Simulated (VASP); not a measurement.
A convergence study with VASP on YB2 (space group P6/mmm): one setting is varied, all else stays as given below, so the limit is that of these other settings. Each run relaxes cell and ions from the cell shown.

```yaml
crystal:
  lattice:
    - [3.30084, 0.00000, 0.00000]
    - [-1.65042, 2.85861, 0.00000]
    - [0.00000, 0.00000, 3.86250]
  atoms:
    - { symbol: Y, position: [0.00000, 0.00000, 0.00000] }
    - { symbol: B, position: [0.33333, 0.66667, 0.50000] }
    - { symbol: B, position: [0.66667, 0.33333, 0.50000] }
```

Method: PBEsol GGA, VASP's PBE PAW potentials (set 64) (plane waves; VASP 6.6.1). The tightest run used: 700 eV cut-off, 15×15×11 Γ-centred mesh, first-order Methfessel-Paxton smearing of 0.10 eV, potentials Y_sv B.

```csv
setting,relaxed volume (Å³/atom),E (eV/atom),irreducible k-points
2×2×2 mesh,11.199,-7.5073,4
3×3×2 mesh,11.691,-7.5103,6
4×4×3 mesh,11.841,-7.5829,8
```

Q: These are the cheaper rows. Estimate the results at 15×15×11 mesh, and how far the last row shown lies from them.

A: 
```csv
quantity,tightest run,last row shown is off by
relaxed volume (Å³/atom),11.821,0.020
E (eV/atom),-7.5982,0.0153
```

Left out are rungs that failed or repeat a setting and relaxations that didn't move; long series are thinned to 24 rows.

The structure comes from a computed database's YB2 entry (P6/mmm); how it stands against other phases isn't given here. The electron count is odd and the run is not spin-polarised, which forces a metal.
